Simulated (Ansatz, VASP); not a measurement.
# Cross-check of Ti2CO2 (Ti2CO2 MXene bilayer, AB) between VASP and Ansatz, part 2 of 2

One calculation is typed for both programs; each brings its own data sets. How far apart do they land? The structure shown is the start of the Ansatz relaxation below; VASP solves that cell, so the two are compared at the walk's first step.

VASP 6.6.1 and Ansatz 0.2.0.

So far: The starting structure; Ansatz: relaxation, r2SCAN with D4.

## (3) VASP: single point, r2SCAN with D4, start cell

Level of this step: r2SCAN with D4, no spin polarisation; plane waves and PAW (O, Ti_sv, C) (VASP).

The same cell, functional, mesh and smearing now go to VASP, with its own data sets.

Lines of VASP's logs that name or quote its potential files are left out, and so is its time.

INCAR reads:

```
SYSTEM = Ti2CO2
PREC = Accurate
ENCUT = 580
EDIFF = 1E-06
NELM = 300
ISMEAR = -1
SIGMA = 0.05
LREAL = .FALSE.
ALGO = Normal
METAGGA = R2SCAN
IVDW = 13
VDW_S6 = 1
VDW_S8 = 0.6018749
VDW_A1 = 0.51559235
VDW_A2 = 5.77342911
LASPH = .TRUE.
NBANDS = 50
LORBIT = 11
LWAVE = .FALSE.
LCHARG = .FALSE.
ISIF = 2
LDIPOL = .TRUE.
IDIPOL = 3
DIPOL = 0.5 0.5 0.313
LVHAR = .TRUE.
GGA_COMPAT = .FALSE.
EFERMI = MIDGAP
NELMDL = -8
LMIXTAU = .TRUE.
KPAR = 2
AMIX = 0.1
BMIX = 1E-04
```

POSCAR reads:

```
Ti2CO2
1.0
    3.1002400000      0.0000000000      0.0000000000
   -1.5501200000      2.6848870000      0.0000000000
    0.0000000000      0.0000000000     48.1722410000
O Ti C
4 4 2
Direct
    0.3333332092      0.6666664184      0.1868295893
    0.6666666046      0.3333332092      0.2832141440
    0.6666666046      0.3333332092      0.3434147894
    0.0000000000      0.0000000000      0.4397993442
    0.6666666046      0.3333332092      0.2096281549
    0.3333332092      0.6666664184      0.2604155783
    0.0000000000      0.0000000000      0.3662133551
    0.6666666046      0.3333332092      0.4170007785
    0.0000000000      0.0000000000      0.2350218666
    0.3333332092      0.6666664184      0.3916070668
```

KPOINTS reads:

```
Automatic mesh
0
Gamma
12 12 1
0 0 0
```

The projector-augmented-wave data sets are O, Ti_sv and C (PBE family, release 64).

Started as:

```bash
$ mpirun -np 2 vasp_std
```

Numbers of over 12 decimals in the logs are rounded to 6 here.

The program printed:

```text
[banner, memory and clock lines left out]
running    2 mpi-ranks, on    1 nodes
 distrk:  each k-point on    1 cores,    2 groups
 distr:  one band on    1 cores,    1 groups

 POSCAR found type information on POSCAR O TiC
 POSCAR found :  3 types and      10 ions
|                                                                             |
|               ----> ADVICE to this user running VASP <----                  |
|                                                                             |
|     You enforced a specific xc type in the INCAR file but a different       |
|     [... a line on the potential file left out ...]
|     I HOPE YOU KNOW WHAT YOU ARE DOING!                                     |
|                                                                             |

 LDA part: xc-table for (None), standard interpolation
 POSCAR, INCAR and KPOINTS ok, starting setup
 FFT: planning ... GRIDC
 FFT: planning ... GRID_SOFT
 FFT: planning ... GRID
 WAVECAR not read
 entering main loop
       N       E                     dE             d eps       ncg     rms          rms(c)
DAV:   1     0.102836270105E+04    0.10284E+04   -0.42324E+04  2236   0.159E+03
DAV:   2     0.202810440519E+02   -0.10081E+04   -0.98016E+03  2258   0.473E+02
DAV:   3    -0.148247310991E+03   -0.16853E+03   -0.16355E+03  2748   0.185E+02
DAV:   4    -0.165952907706E+03   -0.17706E+02   -0.17678E+02  2992   0.540E+01
DAV:   5    -0.167245607990E+03   -0.12927E+01   -0.12925E+01  2984   0.142E+01
DAV:   6    -0.167289734663E+03   -0.44127E-01   -0.44125E-01  2976   0.274E+00
DAV:   7    -0.167290959913E+03   -0.12252E-02   -0.12252E-02  2920   0.453E-01
DAV:   8    -0.167291004537E+03   -0.44624E-04   -0.44623E-04  2992   0.856E-02    0.369E+01
DAV:   9    -0.133845907290E+03    0.33445E+02   -0.13634E+01  2538   0.302E+01    0.283E+01
DAV:  10    -0.117162568612E+03    0.16683E+02   -0.10580E+02  2424   0.720E+01    0.159E+01
DAV:  11    -0.125269259935E+03   -0.81067E+01   -0.10871E+02  2388   0.686E+01    0.199E+01
DAV:  12    -0.124639871809E+03    0.62939E+00   -0.83454E+00  2308   0.172E+01    0.178E+01
DAV:  13    -0.122424541154E+03    0.22153E+01   -0.10797E+00  2652   0.673E+00    0.154E+01
DAV:  14    -0.118394399276E+03    0.40301E+01   -0.38269E+00  2748   0.125E+01    0.103E+01
[...]
DAV:  27    -0.116313333593E+03   -0.15545E-03   -0.19480E-03  2570   0.248E-01    0.460E-02
DAV:  28    -0.116313381225E+03   -0.47632E-04   -0.19425E-04  2890   0.749E-02    0.487E-02
DAV:  29    -0.116313363061E+03    0.18164E-04   -0.10079E-04  2386   0.526E-02    0.390E-02
DAV:  30    -0.116313325896E+03    0.37165E-04   -0.38897E-05  2558   0.438E-02    0.237E-02
DAV:  31    -0.116313316270E+03    0.96260E-05   -0.47749E-05  2606   0.356E-02    0.165E-02
DAV:  32    -0.116313311228E+03    0.50418E-05   -0.11434E-05  2380   0.219E-02    0.129E-02
DAV:  33    -0.116313309508E+03    0.17195E-05   -0.24072E-06  1686   0.119E-02    0.104E-02
DAV:  34    -0.116313310347E+03   -0.83856E-06   -0.30472E-06  1756   0.972E-03
   1 F= -.11696586E+03 E0= -.11696575E+03  d E =-.224586E-03
```

Parts of OUTCAR (step 3):

```text
ion  position               nearest neighbor table
   1  0.333  0.667  0.187-   5 2.10   5 2.10   5 2.10
   2  0.667  0.333  0.283-   6 2.10   6 2.10   6 2.10
   3  0.667  0.333  0.343-   7 2.10   7 2.10   7 2.10
   4  0.000  0.000  0.440-   8 2.10   8 2.10   8 2.10
   5  0.667  0.333  0.210-   1 2.10   1 2.10   1 2.10   9 2.17   9 2.17   9 2.17
   6  0.333  0.667  0.260-   2 2.10   2 2.10   2 2.10   9 2.17   9 2.17   9 2.17
   7  0.000  0.000  0.366-   3 2.10   3 2.10   3 2.10  10 2.17  10 2.17  10 2.17
   8  0.667  0.333  0.417-   4 2.10   4 2.10   4 2.10  10 2.17  10 2.17  10 2.17
   9  0.000  0.000  0.235-   6 2.17   5 2.17   5 2.17   6 2.17   6 2.17   5 2.17
  10  0.333  0.667  0.392-   7 2.17   8 2.17   8 2.17   7 2.17   7 2.17   8 2.17

  LATTYP: Found a hexagonal cell.
 ALAT       =     3.1002400000
 C/A-ratio  =    15.5382296209

 Subroutine GETGRP returns: Found 12 space group operations
 (whereof  6 operations were pure point group operations)

The static configuration has the point symmetry C_3v.
 The point group associated with its full space group is D_3d.

 Found     19 irreducible k-points:

   k-points           NKPTS =     19   k-points in BZ     NKDIM =     19   number of bands    NBANDS=     50

   dimension x,y,z NGX =    24 NGY =   24 NGZ =  378
   dimension x,y,z NGXF=    48 NGYF=   48 NGZF=  756

   ENCUT  =  580.0 eV  42.63 Ry    6.53 a.u.   6.09  6.09 94.59*2*pi/ulx,y,z

   NELECT =      80.0000    total number of electrons

 k-points in reciprocal lattice and weights: Automatic mesh
   0.00000000  0.00000000  0.00000000       0.007
   0.08333333  0.00000000  0.00000000       0.042
   0.16666667  0.00000000  0.00000000       0.042
   0.25000000 -0.00000000  0.00000000       0.042
   0.33333333  0.00000000  0.00000000       0.042
   0.41666667 -0.00000000  0.00000000       0.042
   0.50000000 -0.00000000  0.00000000       0.021
   0.08333333  0.08333333  0.00000000       0.042
   0.16666667  0.08333333  0.00000000       0.083
[...]
0.33333333  0.25000000  0.00000000       0.083
   0.33333333  0.33333333  0.00000000       0.014

 dipolmoment           0.000000      0.000000     -0.000004 electrons x Angstroem

 average (electrostatic) potential at core
       1 -82.1051       2 -82.1285       3 -82.1285       4 -82.1052       5 -89.9446
       6 -89.9454       7 -89.9453       8 -89.9447       9 -59.2984      10 -59.2985

 E-fermi :  -3.8803

 k-point     1 :       0.0000    0.0000    0.0000
  band No.  band energies     occupation
    ...
     36      -4.3290      1.99975
     37      -4.1590      1.99244
     38      -4.1590      1.99244
     39      -4.1374      1.98839
     40      -4.1374      1.98839
     41      -2.9377      0.00000
     42      -2.9377      0.00000
     43      -2.9375      0.00000
     44      -2.9375      0.00000
     45      -2.2248      0.00000
    ...

 k-point     2 :       0.0833    0.0000    0.0000
  band No.  band energies     occupation
    ...
     36      -4.7207      2.00000
     37      -4.5757      2.00000
     38      -4.4742      1.99999
     39      -4.4564      1.99998
     40      -4.2796      1.99932
     41      -2.8274      0.00000
     42      -2.8198      0.00000
     43      -2.6392      0.00000
     44      -2.6341      0.00000
     45      -2.1276      0.00000
    ...

 k-point     3 :       0.1667    0.0000    0.0000
  band No.  band energies     occupation
    ...
     36      -5.7401      2.00000
     37      -4.9703      2.00000
     38      -4.9550      2.00000
     39      -4.5892      2.00000
     40      -4.4041      1.99994
     41      -2.9737      0.00000
     42      -2.9400      0.00000
     43      -2.2460      0.00000
     44      -2.2398      0.00000
     45      -1.7480      0.00000
    ...

  DFT-D4 for vdW energy calculation

  Edisp (eV):   -0.65255

  Total     -15.02657   -15.02657    -9.03984    -0.00000     0.00000     0.00000
  in kB     -60.04158   -60.04160   -36.12045    -0.00000     0.00000     0.00000
  external pressure =      -52.07 kB  Pullay stress =        0.00 kB

  energy-cutoff  :      580.00
  volume of cell :      400.98
      direct lattice vectors                 reciprocal lattice vectors
     3.100240000  0.000000000  0.000000000     0.322555673  0.186227577  0.000000000
    -1.550120000  2.684887000  0.000000000     0.000000000  0.372455154  0.000000000
     0.000000000  0.000000000 48.172241000     0.000000000  0.000000000  0.020758843

 POSITION                                       TOTAL-FORCE (eV/Angst)
 -----------------------------------------------------------------------------------
      0.00000      1.78992      9.00000        -0.000000      0.000000      3.104630
      1.55012      0.89496     13.64306        -0.000000     -0.000000     -3.123857
      1.55012      0.89496     16.54306         0.000000      0.000000      3.123857
      0.00000      0.00000     21.18612         0.000000      0.000000     -3.104630
      1.55012      0.89496     10.09826         0.000000     -0.000000     -4.072963
      0.00000      1.78992     12.54480        -0.000000     -0.000000      4.064853
      0.00000      0.00000     17.64132         0.000000      0.000000     -4.064853
      1.55012      0.89496     20.08786        -0.000000      0.000000      4.072963
      0.00000      0.00000     11.32153         0.000000      0.000000      0.011194
      0.00000      1.78992     18.86459         0.000000     -0.000000     -0.011194
 -----------------------------------------------------------------------------------
    total drift:                               -0.000000      0.004007      0.000124

  FREE ENERGIE OF THE ION-ELECTRON SYSTEM (eV)
  ---------------------------------------------------
  free  energy   TOTEN  =      -116.9658609724 eV

  energy  without entropy=     -116.9656363866  energy(sigma->0) =     -116.96574868

 vacuum level on the upper side and lower side of the slab         3.823         3.823

 total charge
# of ion       s       p       d       tot
------------------------------------------
    1        1.578   3.370   0.000   4.949
    2        1.579   3.368   0.000   4.948
    3        1.579   3.368   0.000   4.948
    4        1.578   3.370   0.000   4.949
    5        2.188   6.231   1.707  10.126
    6        2.187   6.231   1.708  10.126
    7        2.187   6.231   1.708  10.126
    8        2.188   6.231   1.707  10.126
    9        0.898   1.558   0.000   2.456
   10        0.898   1.558   0.000   2.456
--------------------------------------------------
tot         16.861  41.517   6.831  65.209

[... 3 further parts left out ...]
```

This run has no spin polarisation, so a moment on Ti, if there is one, isn't seen.

## (4) Differences

Known differences besides the potentials themselves: VASP keeps PBE cores, Ansatz makes them for the functional; Ansatz cuts the interaction across the vacuum, VASP repeats the sheet with a dipole correction; Ansatz takes its cutoff from its data sets, VASP runs at 580 eV; in our runs with r2SCAN, forces from VASP's data set Ti_sv part from Ansatz's all-electron ones, so neither program is the reference here. Total energies have different zeros and are not compared.

Forces (eV/Å; atoms numbered as in POSCAR):

```
atom        Ansatz x, y, z          VASP x, y, z
  O1   0.000, 0.000, 3.155   0.000, 0.000, 3.105
  O2  0.000, 0.000, -3.171  0.000, 0.000, -3.124
  O3   0.000, 0.000, 3.171   0.000, 0.000, 3.124
  O4  0.000, 0.000, -3.155  0.000, 0.000, -3.105
 Ti5  0.000, 0.000, -4.071  0.000, 0.000, -4.073
 Ti6   0.000, 0.000, 4.061   0.000, 0.000, 4.065
 Ti7  0.000, 0.000, -4.061  0.000, 0.000, -4.065
 Ti8   0.000, 0.000, 4.071   0.000, 0.000, 4.073
  C9   0.000, 0.000, 0.010   0.000, 0.000, 0.011
 C10  0.000, 0.000, -0.010  0.000, 0.000, -0.011
```

The forces differ by 18 meV/Å r.m.s., which is 1.0 % of the r.m.s. force of 1.871 eV/Å (both taken over all components). With vacuum in the cell, a pressure given here is an average over mostly empty space and none of the material.

## (5) Results

```
r.m.s. force difference (single point, r2SCAN with D4, start cell) : 0.95 % of the r.m.s. force
```

What this shows: The r.m.s. force difference is 0.95 % of the r.m.s. force (single point, r2SCAN with D4, start cell), within the 3 % picked in this series as the mark of a large difference. VASP runs on this material, other cells of it included, that failed, so that no pair exists: single point, r2SCAN (not converged). 1 further run of this series is not shown here. Such differences can come from data sets, numerical settings and the points named under the comparisons, not from the functional's error against experiment.

[Lines on the potential files, build, host, timing and source positions are cut from VASP's logs without a mark.]

[Logs are printed without paths, hosts, clocks, repeated set-up lines and the standing remarks that a program may print on its own settings, such as how far it seeks lower states.]

[Hosts, paths, dates, database ids (printed as entryN), source tags and the programs' standing remarks are cut or masked in the printed files.]
